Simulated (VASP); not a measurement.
Method: r2SCAN meta-GGA, VASP's PBE PAW potentials (set 64) (plane waves; VASP).

Input for VASP

### KPOINTS
```
Automatic mesh
0
Gamma
4 4 4
0 0 0
```

**INCAR**
```
LWAVE  =  .FALSE.
LASPH  =  .TRUE.
LMAXMIX  =  6
PREC  =  Accurate
METAGGA  =  R2SCAN
ISMEAR  =  0
ISIF  =  2   # forces and stress, cell fixed
ENCUT  =  400   # plane-wave cut-off (eV)
SYSTEM  =  BaHfO3
SIGMA  =  0.01
ALGO  =  Normal   # blocked Davidson
NELM  =  100   # most electronic steps
LREAL  =  .FALSE.   # projection in real space or not
EDIFF  =  1E-6   # SCF stop (eV)
LCHARG  =  .FALSE.
LMIXTAU  =  .TRUE.
```

### POSCAR
```
BaHfO3
1.0
  4.1700000000   0.0000000000   0.0000000000
  0.0000000000   4.1700000000   0.0000000000
  0.0000000000   0.0000000000   4.1700000000
Ba Hf O
1 1 3
Cartesian
  0.0000000000   0.0000000000   0.0000000000
  2.0850000000   2.0850000000   2.0850000000
  2.0850000000   0.0000000000   2.0850000000
  0.0000000000   2.0850000000   2.0850000000
  2.0850000000   2.0850000000   0.0000000000
```

POTCAR, in this order: Ba_sv Hf_pv O (PBE.64 set). Program: vasp_std.

The resulting files:

### OSZICAR
```
       N       E                     dE             d eps       ncg     rms          rms(c)
DAV:   1     0.137521818553E+03    0.13752E+03   -0.18757E+04   460   0.133E+03
DAV:   2    -0.114775955287E+03   -0.25230E+03   -0.24777E+03   606   0.326E+02
DAV:   3    -0.125978743564E+03   -0.11203E+02   -0.11184E+02   613   0.699E+01
DAV:   4    -0.126142631174E+03   -0.16389E+00   -0.16383E+00   666   0.796E+00
DAV:   5    -0.126145659038E+03   -0.30279E-02   -0.30277E-02   652   0.705E-01    0.640E+01
DAV:   6    -0.108948669720E+03    0.17197E+02   -0.25170E+01   579   0.310E+01    0.515E+01
DAV:   7    -0.107924337590E+03    0.10243E+01   -0.28651E+00   580   0.135E+01    0.235E+01
DAV:   8    -0.111595811248E+03   -0.36715E+01   -0.18400E+00   495   0.122E+01    0.458E+00
DAV:   9    -0.106724431862E+03    0.48714E+01   -0.14631E+00   467   0.928E+00    0.397E+00
DAV:  10    -0.108012048511E+03   -0.12876E+01   -0.68148E-01   460   0.634E+00    0.188E+00
DAV:  11    -0.107998360140E+03    0.13688E-01   -0.11381E-02   579   0.902E-01    0.806E-01
DAV:  12    -0.108040561181E+03   -0.42201E-01   -0.84363E-03   594   0.833E-01    0.278E-01
DAV:  13    -0.108064747986E+03   -0.24187E-01   -0.88542E-03   558   0.850E-01    0.592E-02
DAV:  14    -0.108063788270E+03    0.95972E-03   -0.22013E-03   525   0.480E-01    0.189E-01
DAV:  15    -0.108064694513E+03   -0.90624E-03   -0.11270E-04   634   0.885E-02    0.900E-02
DAV:  16    -0.108066178654E+03   -0.14841E-02   -0.69667E-04   502   0.266E-01    0.492E-02
DAV:  17    -0.108066272607E+03   -0.93954E-04   -0.16359E-04   530   0.122E-01    0.605E-03
DAV:  18    -0.108066307708E+03   -0.35100E-04   -0.19666E-05   588   0.456E-02    0.180E-02
DAV:  19    -0.108066317193E+03   -0.94855E-05   -0.55069E-06   551   0.223E-02    0.440E-03
DAV:  20    -0.108066322735E+03   -0.55418E-05   -0.34427E-06   475   0.198E-02    0.497E-03
DAV:  21    -0.108066323591E+03   -0.85616E-06   -0.20860E-07   328   0.426E-03
   1 F= -.10806632E+03 E0= -.10806632E+03  d E =-.192346E-64
```

OUTCAR:
```
------------------------ aborting loop because EDIFF is reached ----------------------------------------
  FORCE on cell =-STRESS in cart. coord.  units (eV):
  Direction    XX          YY          ZZ          XY          YZ          ZX
  --------------------------------------------------------------------------------------
  Total       -1.6999913     -1.6999913     -1.6999913     -0.0000000     -0.0000000      0.0000000
  in kB      -37.5620362    -37.5620362    -37.5620362     -0.0000000     -0.0000000      0.0000000
  external PRESSURE =     -37.5620362 kB  Pullay stress =       0.0000000 kB
  volume of cell :       72.51
      direct lattice vectors                 reciprocal lattice vectors
     4.170000000  0.000000000  0.000000000     0.239808153  0.000000000  0.000000000
     0.000000000  4.170000000  0.000000000     0.000000000  0.239808153  0.000000000
     0.000000000  0.000000000  4.170000000     0.000000000  0.000000000  0.239808153
 POSITION                                       TOTAL-FORCE (eV/Angst)
 -----------------------------------------------------------------------------------
      0.00000      0.00000      0.00000         0.000000      0.000000      0.000000
      2.08500      2.08500      2.08500         0.000000      0.000000      0.000000
      2.08500      0.00000      2.08500         0.000000      0.000000      0.000000
      0.00000      2.08500      2.08500         0.000000      0.000000      0.000000
      2.08500      2.08500      0.00000         0.000000      0.000000      0.000000
 -----------------------------------------------------------------------------------
    total drift:                                0.000000      0.000000      0.000000
  FREE ENERGIE OF THE ION-ELECTRON SYSTEM (eV)
  ---------------------------------------------------
  free  energy   TOTEN  =      -108.0663235910 eV

  energy  without entropy=     -108.0663235910  energy(sigma->0) =     -108.06632359
```
(Selected blocks of OUTCAR.)

At this cut-off the stress carries a Pulay error, which pulls relaxed volumes low.

The structure is a typed BaHfO3 crystal. The cell was not relaxed at this level. The run is one of a series of settings (GGA removed, LMIXTAU = .TRUE., METAGGA = R2SCAN against the base run), some of them coarse on purpose.
